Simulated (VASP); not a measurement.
Computed with PBEsol GGA, VASP's PBE PAW potentials (set 64) (plane waves; VASP 6.6.1).

VASP ran on this input.

INCAR:
```
ALGO = Normal
EDIFF = 1E-6
EDIFFG = -0.02
ENCUT = 620
GGA = PS
IBRION = 2
ISIF = 3
ISMEAR = 0
LASPH = .True.
LCHARG = .False.
LMAXMIX = 4
LREAL = .False.
LWAVE = .False.
NELM = 100
NSW = 40
PREC = Accurate
PSTRESS = 450
SIGMA = 0.05
SYSTEM = GaN
```

**KPOINTS**
```
Regular mesh
0
G
11 11 11
```

POSCAR:
```
GaN
1
    0.0000000000     2.1584169013     2.1584169013
    2.1584169013     0.0000000000     2.1584169013
    2.1584169013     2.1584169013     0.0000000000
Ga N
1 1
Direct
  0.0000000000   0.0000000000   0.0000000000
  0.2500000000   0.2500000000   0.2500000000
```

POTCAR, in this order: Ga_d N (PBE.64 set). Program: vasp_std.

Energy and stress use the plane-wave basis of the starting cell.

What does the run give for the energy per atom (σ→0), volume per atom, band gap (on the k-mesh)?

| Property | Result |
|---|---|
| energy per atom (σ→0) | -6.349 eV/atom |
| band gap (on the k-mesh) | 2.79 eV |
| volume per atom | 9.61 Å³/atom |

**OSZICAR**
```
...
   3 F= -.72988413E+01 E0= -.72988413E+01  d E =-.434872E-01
       N       E                     dE             d eps       ncg     rms          rms(c)
DAV:   1    -0.126988034092E+02    0.70745E-02   -0.34813E-03  1686   0.186E+00    0.103E-01
DAV:   2    -0.126985854816E+02    0.21793E-03   -0.34491E-04  1751   0.726E-01    0.464E-02
DAV:   3    -0.126985295963E+02    0.55885E-04   -0.57975E-05  1756   0.322E-01    0.103E-02
DAV:   4    -0.126985235835E+02    0.60128E-05   -0.11216E-05  1855   0.527E-02    0.113E-03
DAV:   5    -0.126985235483E+02    0.35211E-07   -0.22482E-07   743   0.855E-03
   4 F= -.72988797E+01 E0= -.72988797E+01  d E =-.435257E-01
```

The compound is GaN in the zinc blende structure, a metastable form; wurtzite is the usual one. This run relaxes it under an external pressure of 45 GPa. Symmetry was kept, so distortions that lower it aren't found.
